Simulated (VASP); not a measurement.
Wanted: the native input for a VASP 6.6.1 run.

| Quantity | Value |
| --- | --- |
| Task | band structure |
| Functional | r2SCAN |
| Potentials or basis | VASP PAW PBE potentials, release 64 (Hf_pv, O) |
| Cutoff | 520 eV |
| k mesh | 8 × 8 × 8 |
| Occupations | gaussian, width 0.02 eV |
| Spin | no spin polarisation |
| Further INCAR settings | ALGO = Normal; EDIFF = 1e-06; NBANDS = 18 |

The structure of HfO2 lies in POSCAR:

```
HfO2
1.0
    0.0000000000      2.5575000000      2.5575000000
    2.5575000000      0.0000000000      2.5575000000
    2.5575000000      2.5575000000      0.0000000000
Hf O
1 2
Direct
    0.0000000000      0.0000000000      0.0000000000
    0.7500000000      0.7500000000      0.7500000000
    0.2500000000      0.2500000000      0.2500000000
```

Measurements of this composition are mostly on another form, of space group No. 14.

The input as run:

INCAR

```
SYSTEM = HfO2
  ALGO = Normal
  EDIFF = 1E-6
  ENCUT = 520
  ISIF = 2
  ISMEAR = 0
  LASPH = .TRUE.
  LCHARG = .FALSE.
  LMAXMIX = 4
  LMIXTAU = .TRUE.
  LREAL = .FALSE.
  LWAVE = .FALSE.
  METAGGA = R2SCAN
  NBANDS = 18
  NELM = 100
  PREC = Accurate
  SIGMA = 0.02
```

KPOINTS

```
k-points
0
G
  8 8 8
  0 0 0
```

KPOINTS_OPT

```
path GXWKGLUWLK,UX
10
line-mode
reciprocal
 0.0000000000  0.0000000000  0.0000000000  G
 0.5000000000  0.0000000000  0.5000000000  X

 0.5000000000  0.0000000000  0.5000000000  X
 0.5000000000  0.2500000000  0.7500000000  W

 0.5000000000  0.2500000000  0.7500000000  W
 0.3750000000  0.3750000000  0.7500000000  K

 0.3750000000  0.3750000000  0.7500000000  K
 0.0000000000  0.0000000000  0.0000000000  G

 0.0000000000  0.0000000000  0.0000000000  G
 0.5000000000  0.5000000000  0.5000000000  L

 0.5000000000  0.5000000000  0.5000000000  L
 0.6250000000  0.2500000000  0.6250000000  U

 0.6250000000  0.2500000000  0.6250000000  U
 0.5000000000  0.2500000000  0.7500000000  W

 0.5000000000  0.2500000000  0.7500000000  W
 0.5000000000  0.5000000000  0.5000000000  L

 0.5000000000  0.5000000000  0.5000000000  L
 0.3750000000  0.3750000000  0.7500000000  K

 0.6250000000  0.2500000000  0.6250000000  U
 0.5000000000  0.0000000000  0.5000000000  X
```

Potentials or basis: VASP PAW PBE potentials, release 64 (Hf_pv, O).

Command:

```console
$ cat potpaw_PBE.64/Hf_pv/POTCAR potpaw_PBE.64/O/POTCAR > POTCAR
$ mpirun -np 1 vasp_std > vasp.out
```

It gave:

```json
{
  "Pressure": "-12.1 GPa",
  "Band gap on the k mesh": "4.21 eV, direct",
  "Band gap along the path": "4.21 eV, direct"
}
```

Caveat: the PAW data sets were made with another functional, which shifts forces and pressure a little; spin-orbit coupling is left out, which moves the levels of the heavy elements.

Run time: 120 s on 1 thread of Intel(R) Xeon(R) Platinum 8488C (Sapphire Rapids) (shared host), peak memory 0.18 GiB.
